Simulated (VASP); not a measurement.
A convergence study with VASP on CaF₂ (fluorite): one setting is varied, all else stays as given below, so the limit is that of these other settings.

```
CELL_PARAMETERS angstrom
      0.00000     2.73000     2.73000
      2.73000     0.00000     2.73000
      2.73000     2.73000     0.00000
ATOMIC_POSITIONS crystal
  Ca 0.00000 0.00000 0.00000
  F  0.25000 0.25000 0.25000
  F  0.75000 0.75000 0.75000
```

The numbers are results of PBEsol GGA, VASP's PBE PAW potentials (set 64) (plane waves; VASP), not measurements. The tightest run used: 700 eV cut-off, 16×16×16 Γ-centred mesh, Gaussian smearing of 0.050 eV, potentials Ca_sv F.

Q: The settings run are 1×1×1 mesh; 2×2×2 mesh; 3×3×3 mesh; 4×4×4 mesh; 5×5×5 mesh; 6×6×6 mesh; 7×7×7 mesh; 8×8×8 mesh; 9×9×9 mesh; 10×10×10 mesh; 11×11×11 mesh; 12×12×12 mesh; 13×13×13 mesh; 14×14×14 mesh; 15×15×15 mesh; 16×16×16 mesh. From which on does the energy per atom stay within 0.002 eV/atom of the tightest run?

A: From 3×3×3 mesh on: it is off by 0.0006 there and by no more than 0.002 in any finer run, while 2×2×2 mesh is off by 0.0136.
| setting | E (eV/atom) | pressure (GPa) | irreducible k-points | difference judged (eV/atom) |
|---|---|---|---|---|
| 1×1×1 mesh | -5.9429 | -10.07 | 1 | 0.0259 |
| 2×2×2 mesh | -5.9553 | -1.21 | 3 | 0.0136 |
| 3×3×3 mesh | -5.9683 | -1.64 | 4 | 0.0006 |
| 4×4×4 mesh | -5.9689 | -1.64 | 8 | 0.0001 |
| 5×5×5 mesh | -5.9689 | -1.65 | 10 | 0.0000 |
| 6×6×6 mesh | -5.9688 | -1.65 | 16 | 0.0001 |
| 7×7×7 mesh | -5.9688 | -1.65 | 20 | 0.0000 |
| 8×8×8 mesh | -5.9689 | -1.65 | 29 | 0.0000 |
| 9×9×9 mesh | -5.9688 | -1.65 | 35 | 0.0000 |
| 10×10×10 mesh | -5.9688 | -1.65 | 47 | 0.0000 |
| 11×11×11 mesh | -5.9689 | -1.65 | 56 | 0.0000 |
| 12×12×12 mesh | -5.9688 | -1.65 | 72 | 0.0000 |
| 13×13×13 mesh | -5.9688 | -1.65 | 84 | 0.0000 |
| 14×14×14 mesh | -5.9689 | -1.65 | 104 | 0.0000 |
| 15×15×15 mesh | -5.9688 | -1.65 | 120 | 0.0000 |
| 16×16×16 mesh | -5.9688 | -1.65 | 145 | 0.0000 |

Left out are rungs that failed or repeat a setting and relaxations that didn't move; long series are thinned to 24 rows.

The compound is CaF2 in the fluorite structure. The cell was not relaxed at this level.
